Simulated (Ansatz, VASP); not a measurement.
# Cross-check of ZrC (ZrC (Fm-3m)) between VASP and Ansatz

One calculation is typed for both programs; each brings its own data sets. How far apart do they land? The cell is taken from a series of runs on this material, whose earlier steps may have relaxed, scaled, displaced or heated it; both programs get it as it stands.

Program: Ansatz 0.2.0. Level of theory: plane waves, with VASP 6.6.1 beside it; relaxation of cell and atoms at PBE. Results are calculated unless marked as measured.

### 1. Set-up

Symmetry: Fm-3m, No. 225, cubic system. Conventional cell: a = 4.713 Å, b = 4.713 Å, c = 4.713 Å, α = 90.00°, β = 90.00°, γ = 90.00°. Nearest to Zr lie 6 C at 2.36 Å. C has 6 Zr at 2.36 Å nearest. Farther neighbours are not listed.

### 2. VASP: relaxation of cell and atoms, PBE

The relaxed volume is the usual yardstick between codes: in a stiff, nearly cubic crystal its relative difference is about their pressure difference at one cell divided by the bulk modulus.

Lines of VASP's logs that name or quote its potential files are left out, and so is its time.

The input, INCAR:

```
SYSTEM = ZrC
PREC = Accurate
ENCUT = 600
EDIFF = 1E-07
NELM = 120
ISMEAR = -1
SIGMA = 0.05
LREAL = .FALSE.
ALGO = Normal
GGA = PE
NBANDS = 14
LASPH = .TRUE.
LORBIT = 11
LWAVE = .FALSE.
LCHARG = .FALSE.
ISIF = 3
IBRION = 2
NSW = 80
EDIFFG = -0.005
GGA_COMPAT = .FALSE.
NELMIN = 4
```

The input, POSCAR:

```
ZrC
1.0
    0.0000000000      2.3564330000      2.3564330000
    2.3564330000      0.0000000000      2.3564330000
    2.3564330000      2.3564330000      0.0000000000
Zr C
1 1
Direct
    0.0000000000      0.0000000000      0.0000000000
    0.5000000000      0.5000000000      0.5000000000
```

The input, KPOINTS:

```
Automatic mesh
0
Gamma
14 14 14
0 0 0
```

PAW data sets: Zr_sv and C (PBE family, release 64).

On the command line:

```
$ mpirun -np 1 vasp_std
```

Numbers of over 12 decimals in the logs are rounded to 6 here.

Output:

```text
[banner, memory and clock lines left out]
running    1 mpi-ranks, on    1 nodes
 distrk:  each k-point on    1 cores,    1 groups
 distr:  one band on    1 cores,    1 groups

 POSCAR found type information on POSCAR ZrC
 POSCAR found :  2 types and       2 ions
 LDA part: xc-table for (Slater+PW92), standard interpolation
 POSCAR, INCAR and KPOINTS ok, starting setup
 FFT: planning ... GRIDC
 FFT: planning ... GRID_SOFT
 FFT: planning ... GRID
 WAVECAR not read
 entering main loop
       N       E                     dE             d eps       ncg     rms          rms(c)
DAV:   1     0.113705497317E+03    0.11371E+03   -0.95468E+03  2912   0.129E+03
DAV:   2    -0.176376930639E+02   -0.13134E+03   -0.12247E+03  3632   0.316E+02
DAV:   3    -0.228298284842E+02   -0.51921E+01   -0.51473E+01  4372   0.553E+01
DAV:   4    -0.229413209789E+02   -0.11149E+00   -0.11146E+00  3564   0.757E+00
DAV:   5    -0.229436107711E+02   -0.22898E-02   -0.22897E-02  4126   0.831E-01    0.201E+01
DAV:   6    -0.196061185169E+02    0.33375E+01   -0.80884E+00  3524   0.243E+01    0.702E+00
DAV:   7    -0.194807046350E+02    0.12541E+00   -0.52183E-01  3344   0.616E+00    0.607E+00
DAV:   8    -0.194954252344E+02   -0.14721E-01   -0.31427E-01  3452   0.465E+00    0.469E+00
DAV:   9    -0.194637401046E+02    0.31685E-01   -0.76919E-02  3242   0.209E+00    0.280E-01
DAV:  10    -0.194643684662E+02   -0.62836E-03   -0.38075E-03  3758   0.572E-01    0.495E-01
DAV:  11    -0.194640614539E+02    0.30701E-03   -0.10733E-03  3350   0.278E-01    0.579E-02
DAV:  12    -0.194640567748E+02    0.46792E-05   -0.16858E-05  3634   0.323E-02    0.128E-02
DAV:  13    -0.194640556422E+02    0.11326E-05   -0.16396E-06  3626   0.895E-03    0.313E-03
DAV:  14    -0.194640555854E+02    0.56799E-07   -0.58154E-08  2128   0.184E-03
   1 F= -.19464056E+02 E0= -.19462839E+02  d E =-.194641E+02
 curvature:   0.00 expect dE= 0.000E+00 dE for cont linesearch  0.000E+00
 trial: gam= 0.00000 g(F)=  0.432E-60 g(S)=  0.339E-03 ort = 0.000E+00 (trialstep = 0.100E+01)
 search vector abs. value=  0.339E-03
 bond charge predicted
       N       E                     dE             d eps       ncg     rms          rms(c)
DAV:   1    -0.194663195925E+02   -0.22640E-02   -0.77989E-02  3218   0.287E+00    0.621E-01
DAV:   2    -0.194642441803E+02    0.20754E-02   -0.47307E-03  3368   0.789E-01    0.177E-01
DAV:   3    -0.194638457801E+02    0.39840E-03   -0.19511E-03  4358   0.323E-01    0.509E-02
DAV:   4    -0.194638956090E+02   -0.49829E-04   -0.87199E-05  4788   0.678E-02    0.525E-02
DAV:   5    -0.194639452070E+02   -0.49598E-04   -0.28354E-05  4790   0.322E-02    0.908E-03
DAV:   6    -0.194639544817E+02   -0.92748E-05   -0.14969E-05  4778   0.245E-02    0.438E-03
DAV:   7    -0.194639552120E+02   -0.73026E-06   -0.29751E-07  3050   0.608E-03    0.640E-04
DAV:   8    -0.194639553424E+02   -0.13045E-06   -0.11071E-08  2002   0.116E-03    0.340E-04
DAV:   9    -0.194639553302E+02    0.12224E-07   -0.31590E-09  1642   0.527E-04
   2 F= -.19463955E+02 E0= -.19462742E+02  d E =0.100255E-03
 trial-energy change:    0.000100  1 .order    0.000105   -0.000339    0.000549
 step:   0.3895(harm=  0.3816)  dis= 0.00000  next Energy=   -19.464122 (dE=-0.663E-04)
 bond charge predicted
       N       E                     dE             d eps       ncg     rms          rms(c)
DAV:   1    -0.194650033529E+02   -0.10480E-02   -0.29016E-02  3206   0.175E+00    0.377E-01
DAV:   2    -0.194642448664E+02    0.75849E-03   -0.17954E-03  3386   0.485E-01    0.108E-01
DAV:   3    -0.194640966571E+02    0.14821E-03   -0.71357E-04  4346   0.195E-01    0.300E-02
DAV:   4    -0.194641107125E+02   -0.14055E-04   -0.33820E-05  4808   0.425E-02    0.321E-02
DAV:   5    -0.194641220536E+02   -0.11341E-04   -0.97809E-06  4798   0.191E-02    0.627E-03
DAV:   6    -0.194641228064E+02   -0.75285E-06   -0.60936E-06  4754   0.154E-02    0.268E-03
DAV:   7    -0.194641225129E+02    0.29358E-06   -0.10672E-07  2516   0.365E-03    0.388E-04
DAV:   8    -0.194641224245E+02    0.88380E-07   -0.87956E-09  1882   0.107E-03
   3 F= -.19464122E+02 E0= -.19462907E+02  d E =-.668391E-04
 curvature:  -0.19 expect dE=-0.135E-07 dE for cont linesearch -0.135E-07
 trial: gam= 0.00000 g(F)=  0.598E-61 g(S)=  0.710E-07 ort =-0.490E-05 (trialstep = 0.878E+00)
 search vector abs. value=  0.711E-07
 reached required accuracy - stopping structural energy minimisation
```

From OUTCAR (step 2):

```text
ion  position               nearest neighbor table
   1  0.000  0.000  0.000-   2 2.36   2 2.36   2 2.36   2 2.36   2 2.36   2 2.36
   2  0.500  0.500  0.500-   1 2.36   1 2.36   1 2.36   1 2.36   1 2.36   1 2.36

  LATTYP: Found a face centered cubic cell.
 ALAT       =     4.7128660000

 Subroutine GETGRP returns: Found 48 space group operations
 (whereof 48 operations were pure point group operations)

The static configuration has the point symmetry O_h .

 Found    104 irreducible k-points:

   k-points           NKPTS =    104   k-points in BZ     NKDIM =    104   number of bands    NBANDS=     14

   dimension x,y,z NGX =    28 NGY =   28 NGZ =   28
   dimension x,y,z NGXF=    56 NGYF=   56 NGZF=   56

   ENCUT  =  600.0 eV  44.10 Ry    6.64 a.u.   6.66  6.66  6.66*2*pi/ulx,y,z

   NELECT =      16.0000    total number of electrons

 k-points in reciprocal lattice and weights: Automatic mesh
   0.00000000  0.00000000  0.00000000       0.000
   0.07142857  0.00000000  0.00000000       0.003
   0.14285714  0.00000000  0.00000000       0.003
   0.21428571  0.00000000  0.00000000       0.003
   0.28571429  0.00000000  0.00000000       0.003
   0.35714286  0.00000000  0.00000000       0.003
   0.42857143  0.00000000  0.00000000       0.003
   0.50000000  0.00000000  0.00000000       0.001
   0.07142857  0.07142857  0.00000000       0.002
[...]
-0.28571429  0.42857143  0.21428571       0.009
  -0.28571429  0.50000000  0.21428571       0.004

 average (electrostatic) potential at core
       1 -73.3695       2 -44.1311

 E-fermi :   9.5489

 k-point     1 :       0.0000    0.0000    0.0000
  band No.  band energies     occupation
      1     -38.5854      2.00000
      2     -16.3001      2.00000
      3     -16.3001      2.00000
      4     -16.3001      2.00000
      5      -1.7422      2.00000
      6      10.4765      0.00000
      7      10.4765      0.00000
      8      10.4765      0.00000
      9      10.6354      0.00000
     10      10.6354      0.00000
    ...

 k-point     2 :       0.0714    0.0000    0.0000
  band No.  band energies     occupation
      1     -38.5806      2.00000
      2     -16.3446      2.00000
      3     -16.3040      2.00000
      4     -16.3040      2.00000
      5      -1.6273      2.00000
      6       9.6089      0.46259
      7       9.8286      0.00740
      8       9.8286      0.00740
      9      10.8818      0.00000
     10      10.8818      0.00000
    ...

 k-point     3 :       0.1429    0.0000    0.0000
  band No.  band energies     occupation
    ...
      4     -16.3148      2.00000
      5      -1.2976      2.00000
      6       8.5065      2.00000
      7       8.9429      1.99999
      8       8.9429      1.99999
      9      11.2391      0.00000
     10      11.2391      0.00000
     11      11.6922      0.00000
     12      14.2060      0.00000
     13      14.2060      0.00000
    ...

  Total        0.0009902      0.0009902      0.0009902      0.0000000      0.0000000     -0.0000000
  in kB        0.0607421      0.0607421      0.0607421      0.0000000      0.0000000     -0.0000000
  external PRESSURE =       0.0607421 kB  Pullay stress =       0.0000000 kB

  energy-cutoff  :      600.00
  volume of cell :       26.12
      direct lattice vectors                 reciprocal lattice vectors
     0.000000000  2.354917764  2.354917764    -0.212321639  0.212321639  0.212321639
     2.354917764  0.000000000  2.354917764     0.212321639 -0.212321639  0.212321639
     2.354917764  2.354917764 -0.000000000     0.212321639  0.212321639 -0.212321639

 POSITION                                       TOTAL-FORCE (eV/Angst)
 -----------------------------------------------------------------------------------
      0.00000      0.00000      0.00000         0.000000     -0.000000      0.000000
      2.35492      2.35492      2.35492        -0.000000      0.000000     -0.000000
 -----------------------------------------------------------------------------------
    total drift:                                0.000000      0.000000      0.000000

  FREE ENERGIE OF THE ION-ELECTRON SYSTEM (eV)
  ---------------------------------------------------
  free  energy   TOTEN  =       -19.4641224245 eV

  energy  without entropy=      -19.4616911483  energy(sigma->0) =      -19.46290679

 reached required accuracy - stopping structural energy minimisation

 total charge
# of ion       s       p       d       tot
------------------------------------------
    1        2.174   6.041   1.619   9.834
    2        0.884   1.472   0.000   2.356
--------------------------------------------------
tot          3.057   7.513   1.619  12.190

[... 3 further parts left out ...]
```

CONTCAR:

```
ZrC
   1.00000000000000
     0.0000000000000000    2.3549177644096693    2.3549177644096693
     2.3549177644096693    0.0000000000000000    2.3549177644096693
     2.3549177644096693    2.3549177644096693   -0.0000000000000000
  Zr              C
     1     1
Direct
     0.0000000000000000    0.0000000000000000    0.0000000000000000
     0.5000000000000000    0.5000000000000000    0.5000000000000000
```

### 3. Ansatz: relaxation of cell and atoms, PBE

Ansatz runs on its default PAW (the set named soft_2) files.

The same cell, functional, mesh and smearing now go to Ansatz.

The input, input.yaml:

```yaml
crystal:
  lattice:
    - [0.0, 2.3564332, 2.3564332]
    - [2.3564332, 0.0, 2.3564332]
    - [2.3564332, 2.3564332, 0.0]
  atoms:
    - { symbol: Zr, position: [0.0, 0.0, 0.0] }
    - { symbol: C, position: [0.5, 0.5, 0.5] }
basis:
  ecutwfc: 420
  xc_grid: 2
hamiltonian:
  xc: pbe
kpoints:
  mp_grid: { grid: [14, 14, 14] }
scf:
  occupations: { method: fermi_dirac, width: 0.05 }
  max_iter: 150
output:
  forces: true
  stress: true
relax:
  f_tol: 0.01
  max_steps: 60
  cell: {}
checkpoint:
  write: "../pbe.run"
  compress: false
  write_wavefunctions: false
  write_every: 100000
```

On the command line:

```
$ ansatz run input.yaml --threads 1 --pin off --max-ram 2355MiB --backend cpu --events-out ev --progress --plain --runs-dir out
```

Output:

```text
Engine: ansatz 0.2.0, x86_64-unknown-linux-gnu
Pseudopotentials: kind: paw
Pseudopotential: Zr, paw, valence charge 12, recommended cutoff 420 eV (normal), Zr.paw.azcp
Pseudopotential: C, paw, valence charge 4, recommended cutoff 420 eV (normal), C.paw.azcp
Functional definition: PBE
  parameter kappa = 0.804
  parameter beta = 0.066725
  exchange = pbe_x(kappa = kappa, mu = beta*pi^2/3)
  correlation = pbe_c(beta = beta)
Crystal: 2 atoms, lattice volume = 26.169 Å³
Basis set: ecut = 420 eV, 531 PW (Γ), exchange–correlation on 48×48×48 points (8 copies of the dense FFT grid, shifted against one another)
Bands: 12, of which v1, the nominal top of the filled ones, is band 8 counted from 1 (7 counted from 0)
Symmetry: 48 space group operations
Space group: Fm-3m (ITA 225), of the structure as read, at distance tolerance 3.0e-5 Å
k-points: 104 of 2744
Non-local potential: Zr, projectors of the file, l = 0: 3, l = 1: 2, l = 2: 2, l = 3: 2
Non-local potential: C, projectors of the file, l = 0: 2, l = 1: 2, l = 2: 1
PAW form: soft (Blöchl's): semilocal exchange-correlation on the pseudo side does not see the compensation charge
PAW one-centre angular grid: Zr, 590 points (default); XC on 64 Gauss nodes
PAW one-centre angular grid: C, 110 points (default); XC on 64 Gauss nodes
Initial density: superposition of atomic densities (neutral atoms: chi_scale 0, normalization atom), corrected by the library's trained network
Initial wavefunctions: pseudopotential atomic-orbital guess
Functional: x = pbe(κ = 0.804, μ = 0.219515), c = pbe(β = 0.066725)
SCF iter   1: F=—  HF=-4436.497303 eV  |F-HF|=—  |Δ(HF+E_count)|=         —  Δρ=1.47e-3  dr2=5.65e-4  ethr=1.77e-3  ⟨swp⟩=5.0  Hψ=6273  notcnv=0
preconditioner: auto → none  [metal: Δε(μ)=0.040 eV  Ē_g=17.972 eV  σ=0.050 eV  W_gap=0.19  n_scr=8 (ndim 8)  ℏωp=27.2 eV  f_vac=0.000  D(μ)=0.30/eV (n_scr^D=0)  sad-step TF]
SCF iter   2: F=—  HF=-4436.496957 eV  |F-HF|=—  |Δ(HF+E_count)|=   3.45e-4  Δρ=8.50e-4  dr2=2.09e-4  ethr=3.53e-6  ⟨swp⟩=2.3  Hψ=2724  notcnv=0
SCF iter   3: F=—  HF=-4436.496946 eV  |F-HF|=—  |Δ(HF+E_count)|=   1.16e-5  Δρ=2.64e-4  dr2=1.55e-5  ethr=1.31e-6  ⟨swp⟩=2.0  Hψ=1608  notcnv=0
SCF iter   4: F=—  HF=-4436.496939 eV  |F-HF|=—  |Δ(HF+E_count)|=   6.49e-6  Δρ=8.72e-5  dr2=1.66e-6  ethr=9.68e-8  ⟨swp⟩=2.1  Hψ=2011  notcnv=0
iter 5 did not close the SCF: its close was put off for the readings that it lacked (scf_convergence_deferred on its scf_iter line)
SCF iter   5: F=-4436.496939 eV  HF=-4436.496939 eV  |F-HF|=3.69e-9  |Δ(HF+E_count)|=   5.67e-7  Δρ=9.88e-6  dr2=1.14e-8  ethr=1.04e-8  ⟨swp⟩=2.0  Hψ=2060  notcnv=0
SCF iter   6: F=-4436.496939 eV  HF=-4436.496939 eV  |F-HF|=2.39e-9  |Δ(HF+E_count)|=   8.73e-9  Δρ=4.56e-6  dr2=3.30e-9  ethr=7.11e-11  ⟨swp⟩=2.0  Hψ=3944  notcnv=0
SCF 1 converged in 6 iterations: F = -4436.496939 eV  dr2 = 3.30e-9
  greatest PAW one-centre occupation: 0.995 electrons in one spin orbital (limit 2), on the Zr atom at site 0 (counted from 0), in its partial waves of l = 0
relax step   1: F+E_penalty+E_count = -4436.49693866 eV  Δ(F+E_penalty+E_count) = +0.000e0 eV  max|allowed force component| = 2.597e-30 eV/Å  Δτ_max = 0.0000 Å  P = -0.588 GPa  Ω = 26.169 Å³  (6 SCF iters, dr2 threshold 1.00e-7 eV, accepted)
[...]
relax step   2: F+E_penalty+E_count = -4436.49712284 eV  Δ(F+E_penalty+E_count) = -1.842e-4 eV  max|allowed force component| = 1.282e-30 eV/Å  Δτ_max = 0.0000 Å  P = +0.542 GPa  Ω = 26.038 Å³  energy of the carried Pulay correction = +1.634e-4 eV  (6 SCF iters, dr2 threshold 2.00e-7 eV, accepted)
[...]
relax step   3: F+E_penalty+E_count = -4436.49715043 eV  Δ(F+E_penalty+E_count) = -2.759e-5 eV  max|allowed force component| = 1.249e-30 eV/Å  Δτ_max = 0.0000 Å  P = -0.002 GPa  Ω = 26.101 Å³  energy of the carried Pulay correction = +8.514e-5 eV  (6 SCF iters, dr2 threshold 2.00e-7 eV, accepted)
[...]
relax step   4: F+E_penalty+E_count = -4436.49706350 eV  Δ(F+E_penalty+E_count) = +8.693e-5 eV  max|allowed force component| = 1.446e-30 eV/Å  Δτ_max = 0.0000 Å  P = -0.007 GPa  Ω = 26.101 Å³  stress off target by 7.00e-3 GPa  SCF on the basis re-selected at this cell (its energy is not comparable with the rows above)  (8 SCF iters)
basis re-selected at this cell: Δ(F+E_penalty+E_count) = +8.693e-5 eV, ΔP = -0.005 GPa vs the last step (what re-selecting the basis moved, of the pressure what is left beyond the Pulay correction that the steps carried, after the strain that the cell walked since its last selection, with what the two solves' SCF thresholds leave and, on support functions, any second-order correction that the steps lacked; it is no m [...]
SCF converged after 8 iterations
Free energy (F): -4436.497063 eV
Harris-Foulkes:  -4436.497063 eV  (|F-HF|=1.82e-12)
Internal energy: -4436.494636 eV  (E = F + TS)
E sigma→0 (E₀):  -4436.495850 eV
Entropy (-TS):   -0.002428 eV (-1.214 meV/atom)
Fermi energy:    14.781657 eV
--- Per-component energies (eV) ---
  E_band       = -50.248720
  E_kinetic    = 422.205584
  E_local      = -597.483230  (includes V_loc(G=0)·N_el)
  E_nonlocal   = 104.382306
  E_hartree    = 179.345975
  E_xc         = -211.334965
  E_vxc        = -252.645346  (∫ρ·V_xc dr)
  E_paw        = -3051.986709  (= ΣΔE_a)
  E_vpaw       = -85.400018  (= ΣTr[D̂ρ^β])
  E_aug_tail   = 0.000034  (compensation charges beyond the density's cutoff)
  E_ewald      = -1281.623631
  E_smearing   = -0.002428  (= −TS)
  E_closure    = -0.000000  (closes the sum)
  Σ components = -4436.497063   (vs F -4436.497063, Δ=0.00e0)
--- Forces (eV/Å), atoms counted from 1 ---
  atom   1  Zr    -0.00000000     0.00000000    -0.00000000
  atom   2  C      0.00000000    -0.00000000     0.00000000
  max |Σ_I F_I| component: 2.37e-30 eV/Å
--- Stress (GPa, compression-positive) ---
       -0.006998      -0.000000       0.000000
       -0.000000      -0.006998      -0.000000
        0.000000      -0.000000      -0.006998
  P = ⅓ Tr σ = -0.0070 GPa (-0.070 kbar)
--- Relaxed structure (3 steps of the walk, 3 accepted, 1 SCFs on fresh bases) ---
  F+E_penalty+E_count = -4436.49706350 eV   max|allowed force component| = 1.446e-30 eV/Å   (the final SCF, on the basis selected at the relaxed cell)
  cell:  # Å, volume = 26.1009 Å³
    - [0, 2.354371, 2.354371]
    - [2.354371, 0, 2.354371]
    - [2.354371, 2.354371, 0]
  atoms:
    - { symbol: Zr, position: [0, 0, 0] }
    - { symbol: C, position: [0.5, 0.5, 0.5] }
```

Reading the cycles: dr2 is the Hartree energy of the density residual (eV), the measure of convergence; HF is the Harris–Foulkes estimate of the energy, which meets the free energy F at convergence.

### 4. Differences

Known differences besides the potentials themselves: the cutoff is 420 eV in Ansatz and 600 eV in VASP; Ansatz adds a Pulay correction to the stress that steers its cell, VASP none. Total energies have different zeros and are not compared.

Both answers:

| quantity | Ansatz | VASP | difference |
| --- | --- | --- | --- |
| volume (Å³) | 26.10 | 26.12 | -0.07 % |
| edge a after relaxation, in the typed setting (Å) | 3.330 | 3.330 | -0.02 % |

### 5. Results

| Quantity | Value |
| --- | --- |
| difference in volume (relaxation of cell and atoms, PBE) | -0.070 % |

In words: The difference in volume is -0.070 % (relaxation of cell and atoms, PBE), within the 1.2 % picked in this series as the mark of a large difference, as far as the stopping tolerances let one tell. How closely two codes agree says nothing of how well the functional describes the real material.

[Lines on the potential files, build, host, timing and source positions are cut from VASP's logs without a mark.]

[Logs are printed without paths, hosts, clocks, repeated set-up lines and the standing remarks that a program may print on its own settings, such as how far it seeks lower states.]

[Hosts, paths, dates, database ids (printed as entryN), source tags and the programs' standing remarks are cut or masked in the printed files.]
